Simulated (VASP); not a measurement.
# Be2ZnO3 (P-6m2) in VASP: further runs

The runs below take Be2ZnO3 through relaxation of cell and atoms, with PBE.

Everything below comes from runs of VASP 6.6.1. Logs are shortened: lines on timing, memory, paths and dates and some standing lists are left out, and cuts for length are marked.

### Step 1. Starting point

Symmetry: P-6m2, No. 187, hexagonal system. The conventional cell has a = 3.581 Å, b = 3.581 Å, c = 5.200 Å, α = 90.00°, β = 90.00°, γ = 120.00°. Be (site symmetry 3m) is surrounded by 1 O at 1.16 Å. Around Zn (site symmetry -6m2) lie 2 Be at 1.44 Å. O (site symmetry 3m) has 3 Be at 2.07 Å and 4 O at 2.22 to 2.35 Å as nearest neighbours. O (site symmetry -6m2) is surrounded by 2 Be at 1.16 Å.

The cell was built by a generator and needn't be a form met in nature.

### Step 2. Relaxation of cell and atoms, PBE

INCAR reads:

```
SYSTEM = Be2ZnO3
PREC = Normal
ENCUT = 520
EDIFF = 1E-4
ISMEAR = 0
SIGMA = 0.15
LREAL = .FALSE.
LASPH = .TRUE.
NELM = 60
ALGO = Fast
ISIF = 3
LWAVE = .FALSE.
LCHARG = .FALSE.
GGA = PE
IBRION = 2
NSW = 24
EDIFFG = -0.08
```

KPOINTS reads:

```
Automatic mesh
0
G
  5 5 3
  0 0 0
```

POSCAR reads:

```
Be2ZnO3
1.0
    3.5812550000      0.0000000000      0.0000000000
   -1.7906275000      3.1014578100      0.0000000000
    0.0000000000      0.0000000000      5.2001672500
Be Zn O
2 1 3
Direct
    0.6666666700      0.3333333300      0.7230405000
    0.6666666700      0.3333333300      0.2769595000
    0.6666666700      0.3333333300      0.0000000000
    0.0000000000      0.0000000000      0.7136670000
    0.0000000000      0.0000000000      0.2863330000
    0.6666666700      0.3333333300      0.5000000000
```

Potentials or basis: VASP PAW PBE potentials, release 64 (Be, Zn, O).

On the command line:

```
$ cat potpaw_PBE.64/Be/POTCAR potpaw_PBE.64/Zn/POTCAR potpaw_PBE.64/O/POTCAR > POTCAR
$ mpirun -np 1 vasp_std > vasp.out
```

OUTCAR:

```text
SYSTEM = Be2ZnO3
   PREC = Normal
   ENCUT = 520
   EDIFF = 1E-4
   ISMEAR = 0
   LREAL = .FALSE.
   LASPH = .TRUE.
   NELM = 60
   ISIF = 3
   GGA = PE
   IBRION = 2
   NSW = 24
   EDIFFG = -0.08

 ion  position               nearest neighbor table
   1  0.667  0.333  0.723-   6 1.16   3 1.44   4 2.07   4 2.07   4 2.07   2 2.32
   2  0.667  0.333  0.277-   6 1.16   3 1.44   5 2.07   5 2.07   5 2.07   1 2.32
   3  0.667  0.333  0.000-   1 1.44   2 1.44
   4  0.000  0.000  0.714-   1 2.07   1 2.07   1 2.07
   5  0.000  0.000  0.286-   2 2.07   2 2.07   2 2.07
   6  0.667  0.333  0.500-   1 1.16   2 1.16

  LATTYP: Found a hexagonal cell.
 ALAT       =     3.5812550000
 C/A-ratio  =     1.4520516551

  Lattice vectors:

 A1 = (   3.5812550000,   0.0000000000,   0.0000000000)
 A2 = (  -1.7906275000,   3.1014578100,   0.0000000000)
 A3 = (   0.0000000000,   0.0000000000,   5.2001672500)

Analysis of symmetry for initial positions (statically):
=====================================================================
 Subroutine PRICEL returns:
 Original cell was already a primitive cell.

 Routine SETGRP: Setting up the symmetry group for a
 hexagonal supercell.

 Subroutine GETGRP returns: Found 12 space group operations
 (whereof 12 operations were pure point group operations)
 out of a pool of 24 trial point group operations.

The static configuration has the point symmetry D_3h.

Analysis of symmetry for dynamics (positions and initial velocities):
=====================================================================
 Subroutine PRICEL returns:
 Original cell was already a primitive cell.

 Routine SETGRP: Setting up the symmetry group for a
 hexagonal supercell.

 Subroutine GETGRP returns: Found 12 space group operations
 (whereof 12 operations were pure point group operations)
 out of a pool of 24 trial point group operations.

The dynamic configuration has the point symmetry D_3h.

 Subroutine INISYM returns: Found 12 space group operations
 (whereof 12 operations are pure point group operations),
 and found     1 'primitive' translations

----------------------------------------------------------------------------------------

                                     Primitive cell

  volume of cell :      57.7588

  direct lattice vectors                    reciprocal lattice vectors
     3.581255000  0.000000000  0.000000000     0.279231722  0.161214510  0.000000000
[... 73 lines left out ...]
   ISPIN  =      1    spin polarized calculation?
   LNONCOLLINEAR =      F non collinear calculations
   LSORBIT =      F    spin-orbit coupling
   LASPH  =      T    aspherical Exc in radial PAW
   ENCUT  =  520.0 eV  38.22 Ry    6.18 a.u.   6.66  6.66  9.67*2*pi/ulx,y,z
   NELM   =     60;   NELMIN=  2; NELMDL= -5     # of ELM steps
   EDIFF  = 0.1E-03   stopping-criterion for ELM
   LREAL  =      F    real-space projection
   EDIFFG = -.8E-01   stopping-criterion for IOM
   NSW    =     24    number of steps for IOM
   IBRION =      2    ionic relax: 0-MD 1-quasi-New 2-CG
   NFREE  =      1    steps in history (QN), initial steepest desc. (CG)
   ISIF   =      3    stress and relaxation
   ISYM   =      2    0-nonsym 1-usesym 2-fastsym
   POTIM  = 0.5000    time-step for ionic-motion
   TEBEG  =    0.0;   TEEND  =   0.0 temperature during run
   PSTRESS=    0.0 pullay stress
   NELECT =      34.0000    total number of electrons
   NUPDOWN=      -1.0000    fix difference up-down
   EMIN   =  10.00;   EMAX   =-10.00  energy-range for DOS
   EFERMI =   0.00;   METHOD = LEGACY
   ISMEAR =     0;   SIGMA  =   0.15  broadening in eV -4-tet -1-fermi 0-gaus
   EFERMI_NEDOS =   21; number of points for ismear=-14 and -15
   IALGO  =     68    algorithm
   IMIX   =      4    mixing-type and parameters
     AMIX     =   0.40;   BMIX     =  1.00
     AMIX_MAG =   1.60;   BMIX_MAG =  1.00
  volume/ion in A,a.u.               =       9.63        64.96
  Fermi-wavevector in a.u.,A,eV,Ry     =   1.372024  2.592749 25.612279  1.882449
  Thomas-Fermi vector in A             =   2.497668
   LORBIT       =      0    0 simple, 1 ext, 2 COOP (PROOUT), +10 PAW based schemes
   GGA     = PE    functional components
   LHFCALC =     F    Hartree Fock is set to
   AEXX    =    0.0000 exact exchange contribution
   IVDW    =     0    specifies the selected vdW correction
   LEPSILON=     F    determine dielectric tensor
   LRPA    =     F    only Hartree local field effects (RPA)
 conjugate gradient relaxation of ions
 non-spin polarized calculation
 RMM-DIIS sequential band-by-band and
 Gauss-broadening in eV      SIGMA  =   0.15
  energy-cutoff  :      520.00
  volume of cell :       57.76
 maximum number of plane-waves:      1569
   NGX = 13   NGY = 13   NGZ = 19

--------------------------------------- Ionic step        1  -------------------------------------------

 number of electron      34.0000012 magnetization

 Free energy of the ion-electron system (eV)
  ---------------------------------------------------
  ext. energy  EPLUGINS =         0.00000000
  ---------------------------------------------------
  free energy    TOTEN  =       -11.69323219 eV

  energy without entropy =      -11.66892255  energy(sigma->0) =      -11.68107737

------------------------ aborting loop because EDIFF is reached ----------------------------------------

  FORCE on cell =-STRESS in cart. coord.  units (eV):
  Direction    XX          YY          ZZ          XY          YZ          ZX
  --------------------------------------------------------------------------------------
  -------------------------------------------------------------------------------------
  Total       -5.1638558     -5.1638558     98.0616276      0.0000000      0.0000000      0.0000000
  in kB     -143.2406405   -143.2406407   2720.1399237      0.0000000      0.0000000      0.0000000
  external PRESSURE =     811.2195475 kB  Pullay stress =       0.0000000 kB
[... 1092 lines left out ...]
     20      70.4625      0.00000
     21      85.1089      0.00000

[... ionic steps 4 to 19 ...]

--------------------------------------- Ionic step       20  -------------------------------------------

 number of electron      33.9999770 magnetization

------------------------ aborting loop because EDIFF is reached ----------------------------------------
[... 75 lines left out ...]
--------------------------------------- Ionic step       22  -------------------------------------------

 number of electron      33.9999792 magnetization

 Free energy of the ion-electron system (eV)
  ---------------------------------------------------
  ext. energy  EPLUGINS =         0.00000000
  ---------------------------------------------------
  free energy    TOTEN  =       -32.64467318 eV

  energy without entropy =      -32.63608834  energy(sigma->0) =      -32.64038076

 E-fermi :   4.7072     XC(G=0): -11.2723

 val. band max:        4.6356917319   @ k =   0.0000   0.0000   0.3333
 cond. band min:       4.7570159845   @ k =   0.0000   0.0000   0.3333
 fundamental gap:      0.1213242527
 Fermi energy:         4.7071775201
[... 271 lines left out ...]
  FREE ENERGIE OF THE ION-ELECTRON SYSTEM (eV)
  ---------------------------------------------------
  free  energy   TOTEN  =       -32.6446731750 eV

  energy  without entropy=      -32.6360883396  energy(sigma->0) =      -32.64038076

 reached required accuracy - stopping structural energy minimisation
```

CONTCAR:

```text
Be2ZnO3
   1.00000000000000
     2.8391698929016695    0.0000000000000000    0.0000000000000000
    -1.4195849464508348    2.4587932538351365   -0.0000000000000000
    -0.0000000000000000    0.0000000000000000    7.2785260816931245
  Be              Zn              O
     2     1     3
Direct
     0.6666666699999979    0.3333333300000021    0.6903618923878819
     0.6666666699999979    0.3333333300000021    0.3096381076121182
     0.6666666699999979    0.3333333300000021    0.0000000000000000
     0.0000000000000000    0.0000000000000000    0.8085759949481212
     0.0000000000000000    0.0000000000000000    0.1914240050518790
     0.6666666699999979    0.3333333300000021    0.5000000000000000

  0.00000000E+00  0.00000000E+00  0.00000000E+00
  0.00000000E+00  0.00000000E+00  0.00000000E+00
  0.00000000E+00  0.00000000E+00  0.00000000E+00
  0.00000000E+00  0.00000000E+00  0.00000000E+00
  0.00000000E+00  0.00000000E+00  0.00000000E+00
  0.00000000E+00  0.00000000E+00  0.00000000E+00
```

Wall time 84 s (1 thread of Intel Xeon 6975P-C (Granite Rapids), shared host); peak memory 0.15 GiB.

What came out:

```
Free energy                            : -32.6447 eV
Relaxed volume                         : 8.47 Å³/atom
Relaxed cell                           : a = 2.839 Å, b = 2.839 Å, c = 7.279 Å, α = 90.00°, β = 90.00°, γ = 120.00°
Space group after relaxing (to 0.05 Å) : P-6m2 (No. 187)
Energy gained by relaxing              : 3491.9 meV/atom
Ionic steps                            : 22
Pressure after relaxing                : -0.1 GPa
Largest force after relaxing           : 0.048 eV/Å
Band gap on the k mesh                 : none (metal or under the smearing width)
```

Forces in eV/Å, atoms in the order of the input:
```
Be   0.000  0.000  0.048
Be   0.000  0.000 -0.048
Zn   0.000  0.000  0.000
O    0.000  0.000 -0.039
O    0.000  0.000  0.039
O    0.000  0.000  0.000
```

Step by step:
| step | energy change (eV) | largest force (eV/Å) | pressure (GPa) | volume (Å³) |
| --- | --- | --- | --- | --- |
| 1 | 0.0000 | 4.3376 | 81.12 | 57.76 |
| 2 | -8.0032 | 2.3697 | -59.29 | 94.90 |
| 3 | -15.6597 | 1.9722 | -24.24 | 78.56 |
| 4 | -15.7143 | 2.1154 | -20.79 | 77.37 |
| 5 | -15.7141 | 2.1865 | -19.46 | 76.85 |
| 6 | -18.3654 | 2.8489 | -14.56 | 63.81 |
| 7 | 126.0651 | 10.5499 | 328.94 | 31.58 |
| 8 | -16.3494 | 2.6233 | -7.14 | 58.97 |
| 9 | -19.6963 | 3.8613 | 8.48 | 50.82 |
| 10 | -19.8688 | 2.0887 | -3.23 | 47.09 |
| 11 | -20.4360 | 0.9399 | -1.47 | 48.74 |
| 12 | -20.4904 | 1.2846 | -0.25 | 49.27 |
| 13 | -20.4929 | 1.3658 | 0.02 | 49.41 |
| 14 | -20.6512 | 1.1102 | 1.20 | 49.09 |
| 15 | -20.8546 | 0.9145 | 9.47 | 48.13 |
| 16 | -20.8623 | 0.8073 | 6.14 | 48.37 |
| 17 | -20.8655 | 0.8373 | 7.43 | 48.28 |
| 18 | -20.9300 | 0.7234 | 1.18 | 50.72 |
| 19 | -20.9414 | 0.2603 | 3.38 | 50.02 |
| 20 | -20.9356 | 0.4656 | -3.65 | 51.38 |
| 21 | -20.9487 | 0.1382 | 0.05 | 50.58 |
| 22 | -20.9514 | 0.0477 | -0.15 | 50.81 |

Final structure:
```yaml
crystal:
  lattice:
    - [2.83917, 0.00000, 0.00000]
    - [-1.41958, 2.45879, 0.00000]
    - [0.00000, 0.00000, 7.27853]
  atoms:
    - { symbol: Be, position: [0.66667, 0.33333, 0.69036] }
    - { symbol: Be, position: [0.66667, 0.33333, 0.30964] }
    - { symbol: Zn, position: [0.66667, 0.33333, 0.00000] }
    - { symbol: O, position: [0.00000, 0.00000, 0.80858] }
    - { symbol: O, position: [0.00000, 0.00000, 0.19142] }
    - { symbol: O, position: [0.66667, 0.33333, 0.50000] }
```

Caveat: the k mesh is coarse (spacing up to 0.41 Å⁻¹), so the values aren't converged; the relaxation stopped at a loose force limit of 0.08 eV/Å, so its end isn't a converged minimum.

### Step 3. Relaxation of cell and atoms, PBE

This run uses another cell than the first one, of 9.75 Å³/atom, 1.012 times its volume.

INCAR is that of step 2.

KPOINTS reads:

```
Automatic mesh
0
G
  4 4 4
  0 0 0
```

POSCAR reads:

```
Be2ZnO3
1.0
    2.2869973700     -3.7238985200      0.0000000000
    2.2869973700      3.7238985200      0.0000000000
    0.0000000000      0.0000000000      3.4330106200
Be Zn O
2 1 3
Direct
    0.0000000000      0.5000000000      0.5000000000
    0.5000000000      0.0000000000      0.5000000000
    0.5000000000      0.5000000000      0.0000000000
    0.1558577600      0.8441422400      0.0000000000
    0.8441422400      0.1558577600      0.0000000000
    0.0000000000      0.0000000000      0.5000000000
```

Potentials or basis: VASP PAW PBE potentials, release 64 (Be, Zn, O).

On the command line:

```
$ cat potpaw_PBE.64/Be/POTCAR potpaw_PBE.64/Zn/POTCAR potpaw_PBE.64/O/POTCAR > POTCAR
$ mpirun -np 1 vasp_std > vasp.out
```

Wall time 88 s (1 thread of Intel Xeon 6975P-C (Granite Rapids), shared host); peak memory 0.15 GiB.

The run converged. Its results:

- Free energy: -31.4516 eV
- Relaxed volume: 8.58 Å³/atom
- Relaxed cell: a = 5.175 Å, b = 5.175 Å, c = 2.517 Å, α = 90.00°, β = 90.00°, γ = 130.21°
- Space group after relaxing (to 0.05 Å): Cmmm (No. 65)
- Energy gained by relaxing: 1449.9 meV/atom
- Ionic steps: 23
- Pressure after relaxing: -0.5 GPa
- Largest force after relaxing: 0.044 eV/Å
- Band gap on the k mesh: none (metal or under the smearing width)

Forces on the atoms (eV/Å):
```
Be   0.000  0.000  0.000
Be   0.000  0.000  0.000
Zn   0.000  0.000  0.000
O    0.000 -0.044  0.000
O    0.000  0.044  0.000
O    0.000  0.000  0.000
```

Stress tensor (GPa, compression positive):
```
-0.71  0.00  0.00
 0.00 -0.94  0.00
 0.00  0.00  0.26
```

Step by step:
```
step  energy change (eV)  largest force (eV/Å)  pressure (GPa)  volume (Å³)
   1              0.0000                3.9100           -9.47        58.47
   2             -1.6588                3.8032           -4.42        53.73
   3             -1.3814                5.3567           81.83        41.05
   4             -2.4828                3.3236            5.81        49.88
   5             -3.1825                2.2400           29.59        45.32
   6             -3.9721                1.1054           30.45        45.76
   7             -4.3299                2.5368           36.68        46.25
   8             -5.1504                3.5499           26.77        48.41
   9             -5.7070                7.4036           13.74        53.72
  10             -7.2663                2.2286           -8.49        57.46
  11             -7.4728                1.1494          -14.85        59.01
  12             -7.4682                0.3088          -21.71        62.01
  13             -7.5216                0.5903          -18.86        60.47
  14             -7.9415                0.4380          -15.36        57.94
  15             -8.5404                0.0155           -4.57        52.65
  16             -7.3432                1.9344           49.05        42.77
  17             -8.6117                0.1852            1.40        50.96
  18             -8.6175                0.2563            3.21        50.44
  19             -8.6475                0.2915            2.21        50.73
  20             -8.6844                0.4374           -1.45        51.58
  21             -8.6964                0.2167            0.00        51.40
  22             -8.6976                0.1160            0.55        51.32
  23             -8.6994                0.0444           -0.46        51.47
```

Final structure:
```yaml
crystal:
  lattice:
    - [2.17820, -4.69383, 0.00000]
    - [2.17820, 4.69383, 0.00000]
    - [0.00000, 0.00000, 2.51730]
  atoms:
    - { symbol: Be, position: [0.00000, 0.50000, 0.50000] }
    - { symbol: Be, position: [0.50000, 0.00000, 0.50000] }
    - { symbol: Zn, position: [0.50000, 0.50000, 0.00000] }
    - { symbol: O, position: [0.29080, 0.70920, 0.00000] }
    - { symbol: O, position: [0.70920, 0.29080, 0.00000] }
    - { symbol: O, position: [0.00000, 0.00000, 0.50000] }
```

Levels at points of the mesh, in eV from the Fermi level:
```tsv
k point	band 15	band 16	band 17	band 18	band 19	band 20
(0.00, 0.00, 0.00)	-3.68	-2.57	-0.99	-0.06	5.23	5.34
(0.50, 0.00, 0.00)	-3.82	-2.49	-0.01	1.91	2.79	4.01
(0.50, 0.50, 0.00)	-4.12	-3.69	-0.54	-0.08	4.29	4.65
(0.00, 0.00, 0.50)	-3.70	-2.96	-2.32	0.68	3.83	5.31
(0.50, 0.00, 0.50)	-3.99	-3.94	-2.60	2.47	3.13	4.27
(0.50, 0.50, 0.50)	-3.01	-2.31	-2.15	-0.58	4.57	6.00
```

Caveat: the k mesh is coarse (spacing up to 0.46 Å⁻¹), so the values aren't converged; the relaxation stopped at a loose force limit of 0.08 eV/Å, so its end isn't a converged minimum.
